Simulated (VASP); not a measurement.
# A VASP study of HfPbO3 (optB86b-vdW): structure first, properties next, part 4 of 5

What structure does HfPbO3 take at this level, and what are its properties? Left out of this account: 1 further run (relaxation: a spoilt try). The start is a computed cell from the Materials Project.

VASP 6.6.1; optB86b-vdW; plane waves and PAW (Hf_pv, Pb_d, O).

So far, gap on the k-mesh (eV): step 2 (full relaxation (optB86b-vdW)) 2.46; step 6 (total and projected DOS (optB86b-vdW)) 2.46.

**7. Vibrations at Γ (optB86b-vdW)**

Zone-centre modes test whether the atoms sit at a minimum within this cell. IBRION = 6 takes the force constants from differences of forces between displaced cells, so the forces must be tight.

The input, INCAR:

```
SYSTEM = HfPbO3
PREC = Accurate
ENCUT = 520
EDIFF = 1E-08
NELM = 100
ISMEAR = 0
SIGMA = 0.05
LREAL = .FALSE.
ALGO = Normal
GGA = MK
AGGAC = 0
LUSE_VDW = .TRUE.
PARAM1 = 0.1234
PARAM2 = 1
LASPH = .TRUE.
NBANDS = 27
LORBIT = 11
LWAVE = .FALSE.
LCHARG = .FALSE.
KPAR = 4
IBRION = 6
NFREE = 2
POTIM = 0.015
ISIF = 2
NSW = 1
```

The input, POSCAR:

```
HfPbO3
1.0
    4.1282813871      0.0000000000      0.0000000000
    0.0000000000      4.1282813871      0.0000000000
    0.0000000000      0.0000000000      4.1282813871
Hf Pb O
1 1 3
Direct
    0.5000000000      0.5000000000      0.5000000000
    0.0000000000      0.0000000000      0.0000000000
    0.0000000000      0.5000000000      0.5000000000
    0.5000000000      0.0000000000      0.5000000000
    0.5000000000      0.5000000000      0.0000000000
```

The input, KPOINTS:

```
Automatic mesh
0
Gamma
11 11 11
0 0 0
```

Potentials, in the order of the species: Hf_pv, Pb_d and O (PBE family, release 64).

Started as:

```bash
> mpirun -np 4 vasp_std
```

The log of the run:

```text
[... set-up lines as in an earlier step ...]
 entering main loop
       N       E                     dE             d eps       ncg     rms          rms(c)
DAV:   1     0.449013908398E+03    0.44901E+03   -0.22111E+04  3032   0.174E+03
DAV:   2     0.787833865177E+01   -0.44114E+03   -0.42409E+03  3424   0.471E+02
DAV:   3    -0.375813512206E+02   -0.45460E+02   -0.44764E+02  3644   0.151E+02
DAV:   4    -0.392734890028E+02   -0.16921E+01   -0.16857E+01  3643   0.304E+01
DAV:   5    -0.393255953305E+02   -0.52106E-01   -0.52090E-01  3715   0.548E+00    0.640E+01
DAV:   6    -0.315798066913E+02    0.77458E+01   -0.40943E+01  3652   0.392E+01    0.538E+01
DAV:   7    -0.314063175540E+02    0.17349E+00   -0.27905E+00  3244   0.103E+01    0.335E+01
DAV:   8    -0.313574063277E+02    0.48911E-01   -0.31318E-01  3765   0.649E+00    0.787E+00
DAV:   9    -0.313443737870E+02    0.13033E-01   -0.74887E-02  3755   0.191E+00    0.149E+00
DAV:  10    -0.313445912257E+02   -0.21744E-03   -0.29073E-03  4058   0.865E-01    0.462E-01
DAV:  11    -0.313448107102E+02   -0.21948E-03   -0.71892E-04  4172   0.293E-01    0.131E-01
DAV:  12    -0.313447963504E+02    0.14360E-04   -0.13928E-04  4038   0.190E-01    0.337E-02
DAV:  13    -0.313447976125E+02   -0.12620E-05   -0.12188E-05  4176   0.316E-02    0.554E-03
DAV:  14    -0.313447977818E+02   -0.16932E-06   -0.12192E-06  4158   0.955E-03    0.245E-03
DAV:  15    -0.313447977281E+02    0.53726E-07   -0.26404E-07  3540   0.373E-03    0.466E-04
DAV:  16    -0.313447977570E+02   -0.28962E-07   -0.17068E-08  2129   0.107E-03    0.293E-04
DAV:  17    -0.313447977556E+02    0.13879E-08   -0.22826E-09  1548   0.494E-04
   1 F= -.31344798E+02 E0= -.31344798E+02  d E =-.277022E-19
 Found     4 degrees of freedom:
 Finite differences POTIM= 0.01500 DOF=   4
 bond charge predicted
       N       E                     dE             d eps       ncg     rms          rms(c)
DAV:   1    -0.313411255647E+02    0.36722E-02   -0.77073E-01  6810   0.467E+00    0.879E-01
DAV:   2    -0.313434149796E+02   -0.22894E-02   -0.23064E-02  6962   0.811E-01    0.342E-01
DAV:   3    -0.313434721305E+02   -0.57151E-04   -0.52250E-04  9641   0.146E-01    0.179E-01
DAV:   4    -0.313434802921E+02   -0.81615E-05   -0.42646E-05  7551   0.414E-02    0.814E-03
DAV:   5    -0.313434800088E+02    0.28328E-06   -0.18864E-06  8134   0.891E-03    0.455E-03
DAV:   6    -0.313434799172E+02    0.91587E-07   -0.43476E-07  7351   0.407E-03    0.406E-03
DAV:   7    -0.313434799301E+02   -0.12888E-07   -0.29209E-08  6919   0.127E-03    0.981E-04
DAV:   8    -0.313434799324E+02   -0.23438E-08   -0.33027E-09  3594   0.543E-04
   2 F= -.31343480E+02 E0= -.31343480E+02  d E =-.234124E-19
[...]
3 F= -.31343480E+02 E0= -.31343480E+02  d E =-.234262E-19
[...]
4 F= -.31344823E+02 E0= -.31344823E+02  d E =-.273265E-19
[...]
5 F= -.31344823E+02 E0= -.31344823E+02  d E =-.273115E-19
[...]
6 F= -.31342822E+02 E0= -.31342822E+02  d E =-.215403E-19
[...]
7 F= -.31342822E+02 E0= -.31342822E+02  d E =-.215327E-19
[...]
8 F= -.31344644E+02 E0= -.31344644E+02  d E =-.196189E-19
 Finite differences progress:
  Degree of freedom:   4/  4
  Displacement:        1/  2
  Total:               7/  8
 bond charge predicted
       N       E                     dE             d eps       ncg     rms          rms(c)
DAV:   1    -0.313419780690E+02    0.26661E-02   -0.30995E+00 13288   0.966E+00    0.330E-01
DAV:   2    -0.313450816295E+02   -0.31036E-02   -0.41311E-02 12850   0.127E+00    0.162E-01
DAV:   3    -0.313446436978E+02    0.43793E-03   -0.13974E-03 15002   0.282E-01    0.512E-02
DAV:   4    -0.313446401915E+02    0.35062E-05   -0.33608E-04 13115   0.115E-01    0.197E-02
DAV:   5    -0.313446435387E+02   -0.33472E-05   -0.21660E-05 13775   0.294E-02    0.120E-02
DAV:   6    -0.313446442494E+02   -0.71067E-06   -0.23925E-06 13851   0.117E-02    0.451E-03
DAV:   7    -0.313446441338E+02    0.11562E-06   -0.11108E-06 14852   0.799E-03    0.115E-03
DAV:   8    -0.313446441601E+02   -0.26356E-07   -0.19066E-07 12292   0.265E-03    0.908E-04
DAV:   9    -0.313446441673E+02   -0.71359E-08   -0.14064E-08  8178   0.818E-04
   9 F= -.31344644E+02 E0= -.31344644E+02  d E =-.195227E-19
 Finite differences progress:
  Degree of freedom:   4/  4
  Displacement:        2/  2
  Total:               8/  8
```

It took 9.8 min on 4 MPI ranks of Intel Xeon Platinum 8488C (Sapphire Rapids), shared host; peak memory 3 GiB.

OUTCAR, selected parts (step 7):

```text
   k-points           NKPTS =     56   k-points in BZ     NKDIM =     56   number of bands    NBANDS=     27

   NELECT =      42.0000    total number of electrons

 E-fermi :   4.3250

 k-point     1 :       0.0000    0.0000    0.0000
  band No.  band energies     occupation
    ...
     17       3.0383      2.00000
     18       3.0383      2.00000
     19       3.5857      2.00000
     20       3.5866      2.00000
     21       3.5869      2.00000
     22       8.3105      0.00000
     23       8.3106      0.00000
     24       8.3123      0.00000
     25      10.5973      0.00000
     26      10.5982      0.00000
    ...

Total vdW correction in eV:      7.3860241

  Total       -0.0135508     -0.0099759     -0.0116850      0.0000000      0.0000000      0.0000000
  in kB       -0.3085795     -0.2271715     -0.2660912      0.0000000      0.0000000      0.0000000
  external PRESSURE =      -0.2672807 kB  Pullay stress =       0.0000000 kB

 POSITION                                       TOTAL-FORCE (eV/Angst)
 -----------------------------------------------------------------------------------
      2.06414      2.06414      2.06414         0.000000      0.003518      0.000000
      0.00000      0.00000      0.00000         0.000000      0.025871      0.000000
      0.00000      2.04914      2.06414         0.000000      0.020361      0.000000
      2.06414      0.00000      2.06414         0.000000     -0.053709      0.000000
      2.06414      2.06414      0.00000         0.000000      0.003959      0.000000
 -----------------------------------------------------------------------------------
    total drift:                                0.000000      0.000060     -0.000001

  FREE ENERGIE OF THE ION-ELECTRON SYSTEM (eV)
  ---------------------------------------------------
  free  energy   TOTEN  =       -31.3446441673 eV

  energy  without entropy=      -31.3446441673  energy(sigma->0) =      -31.34464417

Total vdW correction in eV:      7.3860208

 Eigenvectors and eigenvalues of the dynamical matrix
 ----------------------------------------------------

   1 f  =   17.242514 THz   108.337909 2PiTHz  575.148347 cm-1    71.309275 meV
             X         Y         Z           dx          dy          dz
      2.064141  2.064141  2.064141    -0.003958    0.150621   -0.000000
      0.000000  0.000000  0.000000    -0.000462    0.017582   -0.000000
      0.000000  2.064141  2.064141     0.024964    0.191853    0.000000
      2.064141  0.000000  2.064141    -0.005041   -0.950105    0.000000
      2.064141  2.064141  0.000000    -0.005041    0.191853    0.000000

   2 f  =   17.242514 THz   108.337909 2PiTHz  575.148347 cm-1    71.309275 meV
             X         Y         Z           dx          dy          dz
      2.064141  2.064141  2.064141     0.000000   -0.000000   -0.150673
      0.000000  0.000000  0.000000     0.000000   -0.000000   -0.017588
      0.000000  2.064141  2.064141    -0.000000   -0.000000   -0.191919
      2.064141  0.000000  2.064141     0.000000    0.000000   -0.191919
      2.064141  2.064141  0.000000     0.000000   -0.000000    0.950433

   3 f  =   17.242514 THz   108.337909 2PiTHz  575.148347 cm-1    71.309275 meV
             X         Y         Z           dx          dy          dz
      2.064141  2.064141  2.064141    -0.150621   -0.003958    0.000000
      0.000000  0.000000  0.000000    -0.017582   -0.000462    0.000000
      0.000000  2.064141  2.064141     0.950105   -0.005041    0.000000
      2.064141  0.000000  2.064141    -0.191853    0.024964   -0.000000
      2.064141  2.064141  0.000000    -0.191853   -0.005041   -0.000000

   4 f  =    4.573090 THz    28.733572 2PiTHz  152.541863 cm-1    18.912772 meV
             X         Y         Z           dx          dy          dz
      2.064141  2.064141  2.064141    -0.223362    0.657363   -0.029205
      0.000000  0.000000  0.000000     0.125120   -0.368233    0.016359
      0.000000  2.064141  2.064141     0.022050   -0.401858    0.017853
[...]
X         Y         Z           dx          dy          dz
      2.064141  2.064141  2.064141    -0.000000   -0.000000    0.000000
      0.000000  0.000000  0.000000     0.000000    0.000000   -0.000000
      0.000000  2.064141  2.064141     0.000000   -0.163593   -0.441996
      2.064141  0.000000  2.064141     0.527141    0.000000    0.441996
      2.064141  2.064141  0.000000    -0.527141    0.163593   -0.000000

   9 f  =    4.093893 THz    25.722687 2PiTHz  136.557566 cm-1    16.930973 meV
             X         Y         Z           dx          dy          dz
      2.064141  2.064141  2.064141    -0.000000   -0.000000   -0.000000
      0.000000  0.000000  0.000000     0.000000    0.000000    0.000000
      0.000000  2.064141  2.064141    -0.000000    0.669229    0.023204
      2.064141  0.000000  2.064141     0.227144    0.000000   -0.023204
      2.064141  2.064141  0.000000    -0.227144   -0.669229    0.000000

  10 f/i=    0.001674 THz     0.010518 2PiTHz    0.055836 cm-1     0.006923 meV
             X         Y         Z           dx          dy          dz
      2.064141  2.064141  2.064141     0.541921    0.341443    0.030183
      0.000000  0.000000  0.000000     0.584356    0.368180    0.032546
      0.000000  2.064141  2.064141     0.162312    0.102324    0.009045
      2.064141  0.000000  2.064141     0.162404    0.102267    0.009045
      2.064141  2.064141  0.000000     0.162404    0.102324    0.009040

  11 f/i=    0.001674 THz     0.010518 2PiTHz    0.055836 cm-1     0.006923 meV
             X         Y         Z           dx          dy          dz
      2.064141  2.064141  2.064141    -0.342227    0.542145    0.011538
      0.000000  0.000000  0.000000    -0.369025    0.584597    0.012441
      0.000000  2.064141  2.064141    -0.102501    0.162471    0.003458
      2.064141  0.000000  2.064141    -0.102559    0.162379    0.003458
      2.064141  2.064141  0.000000    -0.102559    0.162471    0.003456

  12 f/i=    0.001674 THz     0.010518 2PiTHz    0.055836 cm-1     0.006923 meV
             X         Y         Z           dx          dy          dz
      2.064141  2.064141  2.064141     0.019375    0.025859   -0.640413
      0.000000  0.000000  0.000000     0.020892    0.027884   -0.690560
      0.000000  2.064141  2.064141     0.005803    0.007750   -0.191920
      2.064141  0.000000  2.064141     0.005806    0.007745   -0.191920
      2.064141  2.064141  0.000000     0.005806    0.007750   -0.191812

  13 f/i=    3.078505 THz    19.342819 2PiTHz  102.687881 cm-1    12.731669 meV
             X         Y         Z           dx          dy          dz
      2.064141  2.064141  2.064141    -0.002814   -0.000163   -0.288526
      0.000000  0.000000  0.000000     0.005933    0.000343    0.608317
      0.000000  2.064141  2.064141    -0.002289   -0.000280   -0.495745
      2.064141  0.000000  2.064141    -0.004835   -0.000132   -0.495745
      2.064141  2.064141  0.000000    -0.004835   -0.000280   -0.234693

  14 f/i=    3.078505 THz    19.342819 2PiTHz  102.687881 cm-1    12.731669 meV
             X         Y         Z           dx          dy          dz
      2.064141  2.064141  2.064141    -0.263190   -0.118233    0.002634
      0.000000  0.000000  0.000000     0.554900    0.249279   -0.005553
      0.000000  2.064141  2.064141    -0.214084   -0.203148    0.004525
      2.064141  0.000000  2.064141    -0.452214   -0.096173    0.004525
      2.064141  2.064141  0.000000    -0.452214   -0.203148    0.002142

  15 f/i=    3.078505 THz    19.342819 2PiTHz  102.687881 cm-1    12.731669 meV
             X         Y         Z           dx          dy          dz
      2.064141  2.064141  2.064141    -0.118229    0.263204    0.001005
      0.000000  0.000000  0.000000     0.249270   -0.554928   -0.002118
      0.000000  2.064141  2.064141    -0.096170    0.452236    0.001726
      2.064141  0.000000  2.064141    -0.203141    0.214095    0.001726
      2.064141  2.064141  0.000000    -0.203141    0.452236    0.000817

 ELASTIC MODULI CONTR FROM IONIC RELAXATION (kBar)
 Direction    XX          YY          ZZ          XY          YZ          ZX
 --------------------------------------------------------------------------------
 XX           0.0000      0.0000      0.0000      0.0000      0.0000      0.0000
 YY           0.0000      0.0000      0.0000      0.0000      0.0000      0.0000
 ZZ           0.0000      0.0000      0.0000      0.0000      0.0000      0.0000
 XY           0.0000      0.0000      0.0000      0.0000      0.0000      0.0000
 YZ           0.0000      0.0000      0.0000      0.0000      0.0000      0.0000
 ZX           0.0000      0.0000      0.0000      0.0000      0.0000      0.0000
 --------------------------------------------------------------------------------

[... 6 parts as in an earlier step ...]

[... 10 further parts left out ...]
```

CONTCAR:

```
HfPbO3
   1.00000000000000
     4.1282813871000004    0.0000000000000000    0.0000000000000000
     0.0000000000000000    4.1282813871000004    0.0000000000000000
     0.0000000000000000    0.0000000000000000    4.1282813871000004
  Hf              Pb              O
     1     1     3
Direct
     0.5000000000000000    0.5000000000000000    0.5000000000000000
     0.0000000000000000    0.0000000000000000    0.0000000000000000
     0.0000000000000000    0.4963665267472144    0.4999999999999999
     0.5000000000000000    0.0000000000000000    0.5000000000000000
     0.5000000000000000    0.5000000000000000    0.0000000000000000
```

The last energy, forces, stress and levels in OUTCAR belong to the last displaced cell, not to the cell of POSCAR.

This step gave:

```
bands                     : 27
irreducible k-points      : 56
pressure of the cell      : -0.02544 GPa
largest force of the cell : 0 eV/Å
```

Transverse limit, no LO-TO splitting. Modes at Γ, with each element's share of the kinetic energy (negative means imaginary):

```
mode  frequency (cm⁻¹)  symmetry  Hf %  Pb %  O %
   1            -102.7       T1u     8    37   55
   2            -102.7       T1u     8    37   55
   3            -102.7       T1u     8    37   55
   4              -0.1  acoustic    41    48   11
   5              -0.1  acoustic    41    48   11
   6              -0.1  acoustic    41    48   11
   7             136.6       T2u     0     0  100
   8             136.6       T2u     0     0  100
   9             136.6       T2u     0     0  100
  10             152.5       T1u    48    15   37
  11             152.5       T1u    48    15   37
  12             152.5       T1u    48    15   37
  13             575.1       T1u     2     0   98
  14             575.1       T1u     2     0   98
  15             575.1       T1u     2     0   98
```

Displacements in mode 3 (-102.7 cm⁻¹), the largest set to 1:
```
Hf1  0.00  0.00 -0.17
Pb2  0.00  0.00  0.34
O3   0.00  0.00 -1.00
O4  -0.01  0.00 -1.00
O5  -0.01  0.00 -0.47
```

Displacements in mode 8 (136.6 cm⁻¹), the largest set to 1:
```
Hf1  0.00  0.00  0.00
Pb2  0.00  0.00  0.00
O3   0.00 -0.31 -0.84
O4   1.00  0.00  0.84
O5  -1.00  0.31  0.00
```

The three acoustic modes lie within 0.1 cm⁻¹ of zero, but 3 optical modes are imaginary, so the cell is a saddle point and not a minimum. By the characters of their eigenvectors the optical modes sort into (cm⁻¹) infrared active: T1u 103i, T1u 153, T1u 575; silent: T2u 137.

**8. Volume scan with optB86b-vdW**

An equation of state needs energies on both sides of the minimum, all on one mesh and cutoff.

INCAR, as its differences from that of step 7:

```diff
@@ -3,3 +3,3 @@
 ENCUT = 520
-EDIFF = 1E-08
+EDIFF = 1E-06
 NELM = 100
@@ -20,6 +20,2 @@
 KPAR = 4
-IBRION = 6
-NFREE = 2
-POTIM = 0.015
 ISIF = 2
-NSW = 1
```

POSCAR, as its differences from that of step 7:

```diff
@@ -2,5 +2,5 @@
 1.0
-    4.1282813871      0.0000000000      0.0000000000
-    0.0000000000      4.1282813871      0.0000000000
-    0.0000000000      0.0000000000      4.1282813871
+    4.0440070997      0.0000000000      0.0000000000
+    0.0000000000      4.0440070997      0.0000000000
+    0.0000000000      0.0000000000      4.0440070997
 Hf Pb O
```

The input, KPOINTS:

```
Automatic mesh
0
Gamma
6 6 6
0 0 0
```

Started as:

```bash
> mpirun -np 4 vasp_std
```

The log of the run:

```text
[... set-up lines as in an earlier step ...]
 entering main loop
       N       E                     dE             d eps       ncg     rms          rms(c)
DAV:   1     0.442063947844E+03    0.44206E+03   -0.21959E+04  1080   0.176E+03
DAV:   2     0.101717037796E+02   -0.43189E+03   -0.41489E+03  1204   0.470E+02
DAV:   3    -0.372454189034E+02   -0.47417E+02   -0.46442E+02  1311   0.154E+02
DAV:   4    -0.389870020268E+02   -0.17416E+01   -0.17364E+01  1308   0.301E+01
DAV:   5    -0.390339385307E+02   -0.46937E-01   -0.46924E-01  1281   0.513E+00    0.734E+01
DAV:   6    -0.313695274695E+02    0.76644E+01   -0.38367E+01  1366   0.401E+01    0.604E+01
DAV:   7    -0.312330910761E+02    0.13644E+00   -0.23700E+00  1156   0.947E+00    0.337E+01
DAV:   8    -0.311896587942E+02    0.43432E-01   -0.19727E-01  1387   0.543E+00    0.563E+00
DAV:   9    -0.311840452775E+02    0.56135E-02   -0.54954E-02  1280   0.159E+00    0.139E+00
DAV:  10    -0.311840976091E+02   -0.52332E-04   -0.31831E-03  1365   0.952E-01    0.332E-01
DAV:  11    -0.311842843582E+02   -0.18675E-03   -0.63531E-04  1464   0.234E-01    0.118E-01
DAV:  12    -0.311842624818E+02    0.21876E-04   -0.14025E-04  1375   0.196E-01    0.244E-02
DAV:  13    -0.311842632536E+02   -0.77179E-06   -0.12941E-05  1350   0.276E-02    0.109E-02
DAV:  14    -0.311842632545E+02   -0.89585E-09   -0.60052E-07   572   0.668E-03
   1 F= -.31184263E+02 E0= -.31184263E+02  d E =-.927216E-19
```

The job ended after 52 s (4 MPI ranks; peak memory 1.5 GiB; 3.4 min of CPU time).

Parts of OUTCAR (step 8):

```text
   ENCUT  =  520.0 eV  38.22 Ry    6.18 a.u.   7.52  7.52  7.52*2*pi/ulx,y,z

   NELECT =      42.0000    total number of electrons

 E-fermi :   5.0256

 k-point     1 :       0.0000    0.0000    0.0000
  band No.  band energies     occupation
    ...
     17       3.4664      2.00000
     18       3.4664      2.00000
     19       4.2221      2.00000
     20       4.2221      2.00000
     21       4.2221      2.00000
     22       9.0188      0.00000
     23       9.0188      0.00000
     24       9.0188      0.00000
     25      11.6232      0.00000
     26      11.6232      0.00000
    ...

Total vdW correction in eV:      7.2061820

  Total        5.1395459      5.1395459      5.1395459     -0.0000000      0.0000000     -0.0000000
  in kB      124.5086737    124.5086737    124.5086737     -0.0000000      0.0000000     -0.0000000
  external PRESSURE =     124.5086737 kB  Pullay stress =       0.0000000 kB

 POSITION                                       TOTAL-FORCE (eV/Angst)
 -----------------------------------------------------------------------------------
      2.02200      2.02200      2.02200         0.000000      0.000000      0.000000
      0.00000      0.00000      0.00000         0.000000      0.000000      0.000000
      0.00000      2.02200      2.02200         0.000000      0.000000      0.000000
      2.02200      0.00000      2.02200         0.000000      0.000000      0.000000
      2.02200      2.02200      0.00000         0.000000      0.000000      0.000000
 -----------------------------------------------------------------------------------
    total drift:                                0.000000      0.000000     -0.000000

  FREE ENERGIE OF THE ION-ELECTRON SYSTEM (eV)
  ---------------------------------------------------
  free  energy   TOTEN  =       -31.1842632545 eV

  energy  without entropy=      -31.1842632545  energy(sigma->0) =      -31.18426325

Total vdW correction in eV:      7.2061725

[... 3 parts as in an earlier step ...]

[... 13 further parts left out ...]
```

The scan keeps the cell's shape and the fractional positions fixed.

This step gave:

| Property | Result |
| --- | --- |
| irreducible k-points | 20 |
| free energy (TOTEN) | -31.18 eV |
| Fermi energy | 5.026 eV |
| pressure | 12.45 GPa |
| valence top at k | 0.5, 0, 0 |
| gap on the k-mesh | 2.513 eV |
| least direct gap on the k-mesh | 2.513 eV |

The pressure here is 12.45 GPa.

(Continued in part 5 of 5.)

[Lines on the potential files, build, host, timing and source positions are cut from VASP's logs without a mark.]

[Logs are printed without paths, hosts, clocks, repeated set-up lines and the standing remarks that a program may print on its own settings, such as how far it seeks lower states.]

[Hosts, paths, dates, database ids (printed as entryN), source tags and the programs' standing remarks are cut or masked in the printed files.]

[A measured line is paired with the nearest computed mode of its activity, which favours agreement.]
